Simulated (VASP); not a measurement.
The input files of a VASP run:

### POSCAR
```
InPd
1.0
  3.2500000000   0.0000000000   0.0000000000
  0.0000000000   3.2500000000   0.0000000000
  0.0000000000   0.0000000000  16.8750000000
In Pd
2 2
Cartesian
  1.6250000000   1.6250000000   6.0000075000
  1.6250000000   1.6250000000   9.2499975000
  0.0000000000   0.0000000000   7.6250025000
  0.0000000000   0.0000000000  10.8749925000
```

File KPOINTS:
```
Automatic mesh
0
Gamma
6 6 1
0 0 0
```

**INCAR**
```
# general
SYSTEM   =  InPd
PREC     =  Accurate
ENCUT    =  300
LREAL    =  .False.
LASPH    =  .True.

# electronic loop
EDIFF    =  1E-6
NELM     =  100
ALGO     =  Normal
LMAXMIX  =  4

# smearing
ISMEAR   =  0
SIGMA    =  0.136

# functional
GGA      =  PE

# ions
ISIF     =  2

# output
LWAVE    =  .False.
LCHARG   =  .False.
```

POTCAR, in this order: In_d Pd (PBE.64 set). Program: vasp_std.

### Question
Write an equivalent input for Ansatz.

### Answer
One equivalent input (not run):
Ansatz 0.2 input:
```yaml
crystal:
  lattice:
    - [3.2500000, 0.0000000, 0.0000000]
    - [0.0000000, 3.2500000, 0.0000000]
    - [0.0000000, 0.0000000, 16.8750000]
  atoms:
    - { symbol: In, position: [0.5000000, 0.5000000, 0.3555560] }
    - { symbol: In, position: [0.5000000, 0.5000000, 0.5481480] }
    - { symbol: Pd, position: [0.0000000, 0.0000000, 0.4518520] }
    - { symbol: Pd, position: [0.0000000, 0.0000000, 0.6444440] }
kpoints:
  mp_grid: { grid: [6, 6, 1] }
hamiltonian:
  xc: pbe
  pseudopotentials: { kind: paw }
scf:
  occupations: { method: gaussian, width: 0.136 }
  max_iter: 100
output: { forces: true, stress: true, eigenvalues: true }
```
What does not carry over: each code has its own PAW files, so the cut-off isn't converted (ENCUT is set for VASP's; basis.ecutwfc is left out, and Ansatz then takes the one that its files recommend); Ansatz stops its SCF on the density residual and VASP on the energy change (EDIFF).

The cell is a sheet with vacuum, built from a generated structure.
